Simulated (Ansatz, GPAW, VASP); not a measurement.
**PdAu₃ (P1, 4 atoms in the cell) computed with different codes at matched settings**

Self-consistent single point.

```
CELL_PARAMETERS angstrom
     -2.05260     2.05260     4.00265
      2.05260    -2.05260     4.00265
      2.05260     2.05260    -4.00265
ATOMIC_POSITIONS crystal
  Pd 0.96939 0.00369 0.98641
  Au 0.76710 0.22851 0.49291
  Au 0.26087 0.76775 0.52682
  Au 0.50264 0.50005 0.99385
```

Shared settings, as Ansatz (a first-principles code) writes them: kpoints.mp_grid.grid = 4 4 4; scf.occupations.method = gaussian; scf.occupations.width = 0.0037 Ry. Potentials and cutoffs stand in the table.

| code | model | pressure (GPa) | largest force (eV/Å) | cutoff |
|---|---|---|---|---|
| VASP | PBEsol, VASP's PBE PAW potentials (set 64) | -4.59 | 1.001 | 300 eV |
| Ansatz | PBEsol, PAW files made with PBE | -3.91 | 1.017 | 30.9 Ry |
| GPAW | PBEsol, GPAW PAW datasets PBEsol (made by gpaw-setup) | -1.45 | 1.121 | 550 eV |

Size of the force on each atom (eV/Å): Sizes of forces hide their directions.

| code | Pd1 | Au2 | Au3 | Au4 |
|---|---|---|---|---|
| VASP | 0.956 | 1.001 | 0.746 | 0.210 |
| Ansatz | 0.970 | 1.017 | 0.759 | 0.212 |
| GPAW | 1.024 | 1.121 | 0.840 | 0.231 |

On Ansatz's run: spin-orbit coupling is off. Spin polarisation is off.

The spread over the programs that give each value: pressure within 3.14 GPa; largest force within 0.120 eV/Å.

Ansatz's pressure is given at a fixed set of plane waves, as the other plane-wave codes print theirs; with its correction for the finite basis it is -3.86 GPa. In the pressure, GPAW (by 2.46) lies more than 1 GPa from the median of the plane-wave programs. In the force vectors, GPAW (by 0.105) lies more than 0.08 eV/Å from the median of the plane-wave programs.

On the base mesh (5 5 6) the same programs gave: GPAW pressure -1.16 GPa; Ansatz pressure -3.64 GPa; VASP pressure -4.35 GPa.

VASP's run is marked for a possible Pulay error in its stress at this cutoff; no cutoff test was made.

The starting cell comes from a database of computed structures (which also holds hypothetical and non-ambient phases and stackings), without a prior relaxation at this level. Its atoms were displaced at random from the sites of space group no. 139.

Left out of this page: CP2K (on another mesh); SIESTA (not drawn, or without a comparable value).

Keys are those of Ansatz 0.2.
